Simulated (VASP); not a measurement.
Crystal: TiB2.

```xyz
3
Lattice="2.9844 0.0000 0.0000 -1.4922 2.5845 0.0000 0.0000 0.0000 3.3261" Properties=species:S:1:pos:R:3 pbc="T T T"
Ti    0.0000    0.0000    0.0000
B     0.0000    1.7230    1.6631
B     1.4922    0.8615    1.6631
```

The cell was built by a generator and needn't be a form met in nature.

- Program: VASP 6.6.1
- Task: relaxation of cell and atoms
- Functional: LDA
- Potentials or basis: VASP PAW LDA potentials, release 64 (Ti_sv, B)
- Cutoff: 600 eV
- k mesh: 15 × 15 × 11
- Occupations: methfessel-paxton, width 0.1 eV
- Spin: no spin polarisation

At the start: pressure -8.9 GPa; volume 8.55 Å³/atom.

Q: Where does the relaxation end?

A: Over 5 steps the energy falls by 29.8 meV/atom and the volume is 8.19 Å³/atom (-4.2 %); space group P6/mmm (No. 191, to 0.05 Å).

The path:
| step | energy change (eV) | largest force (eV/Å) | pressure (GPa) | volume (Å³) |
| --- | --- | --- | --- | --- |
| 1 | 0.0000 | 0.0000 | -8.88 | 25.66 |
| 2 | -0.0729 | 0.0000 | 8.12 | 23.91 |
| 3 | -0.0817 | 0.0000 | 3.57 | 24.32 |
| 4 | -0.0871 | 0.0000 | -1.81 | 24.71 |
| 5 | -0.0895 | 0.0000 | 0.07 | 24.57 |

Final structure:
```
CELL_PARAMETERS angstrom
2.99541 0.00000 0.00000
-1.49771 2.59410 0.00000
0.00000 0.00000 3.16169
ATOMIC_POSITIONS crystal
Ti 0.00000 0.00000 0.00000
B 0.33333 0.66667 0.50000
B 0.66667 0.33333 0.50000
```
